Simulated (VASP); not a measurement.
# Sr3Ag (Pm-3m) in VASP: single point with PBE+D3(BJ)

Aim: the single point of Sr3Ag with PBE+D3(BJ).

Everything below comes from runs of VASP 6.6.1. Logs are shortened: lines on timing, memory, paths and dates and some standing lists are left out, and cuts for length are marked.

**1. Starting point**

The structure is cubic, space group Pm-3m (No. 221). The conventional cell has a = 5.491 Å, b = 5.491 Å, c = 5.491 Å, α = 90.00°, β = 90.00°, γ = 90.00°. Sr (site symmetry 4/mmm) is surrounded by 8 Sr at 3.88 Å and 4 Ag at 3.88 Å. Around Ag (site symmetry m-3m) lie 12 Sr at 3.88 Å.

The cell comes from a database or a generator and needn't be the stable form of this composition.

**2. Single point, PBE+D3(BJ)**

INCAR

```
PREC = Accurate
ENCUT = 520
EDIFF = 1E-6
ISMEAR = 1
SIGMA = 0.2
LREAL = F
LASPH = T
NELM = 100
ALGO = Normal
ISIF = 2
LWAVE = F
LCHARG = F
GGA = PE
IVDW = 12
NBANDS = 28
```

KPOINTS

```
Automatic mesh
0
Gamma
  4 4 4
  0.5 0.5 0.5
```

POSCAR

```
Sr3Ag
1.0
    5.4908750000      0.0000000000      0.0000000000
    0.0000000000      5.4908750000      0.0000000000
    0.0000000000      0.0000000000      5.4908750000
Sr Ag
3 1
Direct
    0.0000000000      0.5000000000      0.5000000000
    0.5000000000      0.0000000000      0.5000000000
    0.5000000000      0.5000000000      0.0000000000
    0.0000000000      0.0000000000      0.0000000000
```

Potentials or basis: VASP PAW PBE potentials, release 64 (Sr_sv, Ag).

Command:

```
cat potpaw_PBE.64/Sr_sv/POTCAR potpaw_PBE.64/Ag/POTCAR > POTCAR
mpirun -np 1 vasp_std > vasp.out
```

OUTCAR:

```text
PREC = Accurate
   ENCUT = 520
   EDIFF = 1E-6
   ISMEAR = 1
   LREAL = F
   LASPH = T
   NELM = 100
   ISIF = 2
   GGA = PE
   IVDW = 12
 IVDW          = 12

 ion  position               nearest neighbor table
   1  0.000  0.500  0.500-   2 3.88   3 3.88   4 3.88   3 3.88   4 3.88   2 3.88   4 3.88   4 3.88
                             2 3.88   3 3.88   3 3.88   2 3.88
   2  0.500  0.000  0.500-   1 3.88   3 3.88   4 3.88   3 3.88   4 3.88   1 3.88   3 3.88   3 3.88
                             1 3.88   4 3.88   4 3.88   1 3.88
   3  0.500  0.500  0.000-   1 3.88   2 3.88   4 3.88   1 3.88   2 3.88   2 3.88   4 3.88   2 3.88
                             1 3.88   4 3.88   1 3.88   4 3.88
   4  0.000  0.000  0.000-   1 3.88   2 3.88   3 3.88   1 3.88   2 3.88   1 3.88   3 3.88   1 3.88
                             2 3.88   3 3.88   2 3.88   3 3.88

  LATTYP: Found a simple cubic cell.
 ALAT       =     5.4908750000

  Lattice vectors:

 A1 = (   5.4908750000,   0.0000000000,   0.0000000000)
 A2 = (   0.0000000000,   5.4908750000,   0.0000000000)
 A3 = (   0.0000000000,   0.0000000000,   5.4908750000)

Analysis of symmetry for initial positions (statically):
=====================================================================
 Subroutine PRICEL returns:
 Original cell was already a primitive cell.

 Routine SETGRP: Setting up the symmetry group for a
 simple cubic supercell.

 Subroutine GETGRP returns: Found 48 space group operations
 (whereof 48 operations were pure point group operations)
 out of a pool of 48 trial point group operations.

The static configuration has the point symmetry O_h .

Analysis of symmetry for dynamics (positions and initial velocities):
=====================================================================
 Subroutine PRICEL returns:
 Original cell was already a primitive cell.

 Routine SETGRP: Setting up the symmetry group for a
 simple cubic supercell.

 Subroutine GETGRP returns: Found 48 space group operations
 (whereof 48 operations were pure point group operations)
 out of a pool of 48 trial point group operations.

The dynamic configuration has the point symmetry O_h .

 Subroutine INISYM returns: Found 48 space group operations
 (whereof 48 operations are pure point group operations),
 and found     1 'primitive' translations

----------------------------------------------------------------------------------------

                                     Primitive cell

  volume of cell :     165.5483

  direct lattice vectors                    reciprocal lattice vectors
     5.490875000  0.000000000  0.000000000     0.182120336  0.000000000  0.000000000
     0.000000000  5.490875000  0.000000000     0.000000000  0.182120336  0.000000000
     0.000000000  0.000000000  5.490875000     0.000000000  0.000000000  0.182120336

  length of vectors
     5.490875000  5.490875000  5.490875000     0.182120336  0.182120336  0.182120336

  position of ions in fractional coordinates (direct lattice)
     0.000000000  0.500000000  0.500000000
     0.500000000  0.000000000  0.500000000
     0.500000000  0.500000000  0.000000000
     0.000000000  0.000000000  0.000000000

  ion indices of the primitive-cell ions
   primitive index   ion index
                 1           1
                 2           2
                 3           3
                 4           4

----------------------------------------------------------------------------------------

 KPOINTS: Automatic mesh

Automatic generation of k-mesh.
 Grid dimensions read from file:
 generate k-points for:    4    4    4

 Generating k-lattice:

  Cartesian coordinates                     Fractional coordinates (reciprocal lattice)
     0.045530084  0.000000000  0.000000000     0.250000000  0.000000000  0.000000000
     0.000000000  0.045530084  0.000000000     0.000000000  0.250000000  0.000000000
     0.000000000  0.000000000  0.045530084     0.000000000  0.000000000  0.250000000

  Length of vectors
     0.045530084  0.045530084  0.045530084

  Shift w.r.t. Gamma in fractional coordinates (k-lattice)
     0.500000000  0.500000000  0.500000000

 Subroutine IBZKPT returns following result:
 ===========================================

 Found      4 irreducible k-points:

 Following reciprocal coordinates:
            Coordinates               Weight
  0.125000  0.125000  0.125000      8.000000
  0.375000  0.125000  0.125000     24.000000
  0.375000  0.375000  0.125000     24.000000
  0.375000  0.375000  0.375000      8.000000
   k-points           NKPTS =      4   k-points in BZ     NKDIM =      4   number of bands    NBANDS=     28
   number of dos      NEDOS =    301   number of ions     NIONS =      4
   total plane-waves  NPLWV =  74088
   dimension x,y,z NGX =    42 NGY =   42 NGZ =   42
   dimension x,y,z NGXF=    84 NGYF=   84 NGZF=   84
   ions per type =               3   1
   NGX,Y,Z   is equivalent  to a cutoff of  12.72, 12.72, 12.72 a.u.
   NGXF,Y,Z  is equivalent  to a cutoff of  25.43, 25.43, 25.43 a.u.
 SYSTEM =  unknown system
   PREC   = accura    normal or accurate (medium, high low for compatibility)
   ISTART =      0    job   : 0-new  1-cont  2-samecut
   ICHARG =      2    charge: 1-file 2-atom 10-const
   ISPIN  =      1    spin polarized calculation?
   LNONCOLLINEAR =      F non collinear calculations
   LSORBIT =      F    spin-orbit coupling
   LASPH  =      T    aspherical Exc in radial PAW
   ENCUT  =  520.0 eV  38.22 Ry    6.18 a.u.  10.21 10.21 10.21*2*pi/ulx,y,z
   NELM   =    100;   NELMIN=  2; NELMDL= -5     # of ELM steps
   EDIFF  = 0.1E-05   stopping-criterion for ELM
   LREAL  =      F    real-space projection
   EDIFFG = 0.1E-04   stopping-criterion for IOM
   NSW    =      0    number of steps for IOM
   IBRION =     -1    ionic relax: 0-MD 1-quasi-New 2-CG
   NFREE  =      0    steps in history (QN), initial steepest desc. (CG)
   ISIF   =      2    stress and relaxation
   ISYM   =      2    0-nonsym 1-usesym 2-fastsym
   POTIM  = 0.5000    time-step for ionic-motion
   TEBEG  =    0.0;   TEEND  =   0.0 temperature during run
   PSTRESS=    0.0 pullay stress
   NELECT =      41.0000    total number of electrons
   NUPDOWN=      -1.0000    fix difference up-down
   EMIN   =  10.00;   EMAX   =-10.00  energy-range for DOS
   EFERMI =   0.00;   METHOD = LEGACY
   ISMEAR =     1;   SIGMA  =   0.20  broadening in eV -4-tet -1-fermi 0-gaus
   EFERMI_NEDOS =   21; number of points for ismear=-14 and -15
   IALGO  =     38    algorithm
   IMIX   =      4    mixing-type and parameters
     AMIX     =   0.40;   BMIX     =  1.00
     AMIX_MAG =   1.60;   BMIX_MAG =  1.00
  volume/ion in A,a.u.               =      41.39       279.29
  Fermi-wavevector in a.u.,A,eV,Ry     =   1.028082  1.942794 14.380722  1.056953
  Thomas-Fermi vector in A             =   2.162060
   LORBIT       =      0    0 simple, 1 ext, 2 COOP (PROOUT), +10 PAW based schemes
   GGA     = PE    functional components
   LHFCALC =     F    Hartree Fock is set to
   AEXX    =    0.0000 exact exchange contribution
   IVDW    =    12    specifies the selected vdW correction
   LEPSILON=     F    determine dielectric tensor
   LRPA    =     F    only Hartree local field effects (RPA)
 non-spin polarized calculation
 Methfessel and Paxton  Order N= 1 SIGMA  =   0.20
  energy-cutoff  :      520.00
  volume of cell :      165.55
 maximum number of plane-waves:      4470
 NGX is ok and might be reduce to    42
   NGX = 21   NGY = 21   NGZ = 21

 number of electron      41.0000011 magnetization

 Free energy of the ion-electron system (eV)
  ---------------------------------------------------
  ext. energy  EPLUGINS =         0.00000000
  ---------------------------------------------------
  free energy    TOTEN  =        -7.50251148 eV

  energy without entropy =       -7.51124102  energy(sigma->0) =       -7.50542132

 E-fermi :   2.5605     XC(G=0):  -8.1637

 val. band max:        2.3660705378   @ k =   0.3750   0.3750   0.1250
 cond. band min:       2.5721085924   @ k =   0.1250   0.1250   0.1250
 fundamental gap:      0.2060380546
 Fermi energy:         2.5604836811

 k-point     1 :       0.1250    0.1250    0.1250
  band No.  band energies     occupation
      1     -33.9153      2.00000
      2     -33.8735      2.00000
      3     -33.8735      2.00000
      4     -16.0747      2.00000
      5     -16.0321      2.00000
      6     -16.0321      2.00000
[... 20 lines left out ...]
     27       4.2346     -0.00000
     28       6.1015     -0.00000

 k-point     2 :       0.3750    0.1250    0.1250
  band No.  band energies     occupation
      1     -33.9051      2.00000
      2     -33.8837      2.00000
      3     -33.8734      2.00000
      4     -16.0498      2.00000
      5     -15.9909      2.00000
      6     -15.9748      2.00000
[... 20 lines left out ...]
     27       4.5697     -0.00000
     28       5.3455     -0.00000

 k-point     3 :       0.3750    0.3750    0.1250
  band No.  band energies     occupation
      1     -33.8968      2.00000
      2     -33.8850      2.00000
      3     -33.8803      2.00000
      4     -16.0681      2.00000
      5     -16.0237      2.00000
      6     -15.9609      2.00000
[... 20 lines left out ...]
     27       4.6431     -0.00000
     28       5.3995     -0.00000

 k-point     4 :       0.3750    0.3750    0.3750
  band No.  band energies     occupation
      1     -33.8921      2.00000
      2     -33.8849      2.00000
      3     -33.8849      2.00000
      4     -16.1357      2.00000
      5     -16.0287      2.00000
      6     -16.0276      2.00000
[... 20 lines left out ...]
     27       4.7750     -0.00000
     28       5.2568     -0.00000

------------------------ aborting loop because EDIFF is reached ----------------------------------------

 Edisp (eV)   -1.02706

 E8    (eV) :    -0.5373

  FORCE on cell =-STRESS in cart. coord.  units (eV):
  Direction    XX          YY          ZZ          XY          YZ          ZX
  --------------------------------------------------------------------------------------
  -------------------------------------------------------------------------------------
  Total      -1.03753    -1.03753    -1.03753     0.00000    -0.00000     0.00000
  in kB     -10.04123   -10.04123   -10.04123     0.00000    -0.00000     0.00000
  external pressure =      -10.04 kB  Pullay stress =        0.00 kB

 VOLUME and BASIS-vectors are now :
 -----------------------------------------------------------------------------
  energy-cutoff  :      520.00
  volume of cell :      165.55
      direct lattice vectors                 reciprocal lattice vectors
     5.490875000  0.000000000  0.000000000     0.182120336  0.000000000  0.000000000
     0.000000000  5.490875000  0.000000000     0.000000000  0.182120336  0.000000000
     0.000000000  0.000000000  5.490875000     0.000000000  0.000000000  0.182120336

 POSITION                                       TOTAL-FORCE (eV/Angst)
 -----------------------------------------------------------------------------------
      0.00000      2.74544      2.74544         0.000000      0.000000      0.000000
      2.74544      0.00000      2.74544         0.000000      0.000000      0.000000
      2.74544      2.74544      0.00000         0.000000      0.000000      0.000000
      0.00000      0.00000      0.00000         0.000000      0.000000      0.000000
 -----------------------------------------------------------------------------------
    total drift:                                0.000000     -0.000000     -0.000000

  FREE ENERGIE OF THE ION-ELECTRON SYSTEM (eV)
  ---------------------------------------------------
  free  energy   TOTEN  =        -8.5295740683 eV

  energy  without entropy=       -8.5383036061  energy(sigma->0) =       -8.53248391
```

Run time: 48 s. Hardware: 1 thread of AMD EPYC 7R43 (Zen 3), shared host; peak memory 0.21 GiB.

What came out:

- Free energy: -8.5296 eV
- Pressure: -1.0 GPa
- Band gap on the k mesh: none (metal or under the smearing width)
- Dispersion energy per atom: -0.257 eV

Levels at points of the mesh, in eV from the Fermi level:
```tsv
k point	band 17	band 18	band 19	band 20	band 21	band 22	band 23	band 24
(0.12, 0.12, 0.12)	-4.17	-3.98	-1.33	0.01	0.01	0.47	0.92	0.92
```

Caveat: pairwise dispersion overbinds metals, which lowers pressure and volume.
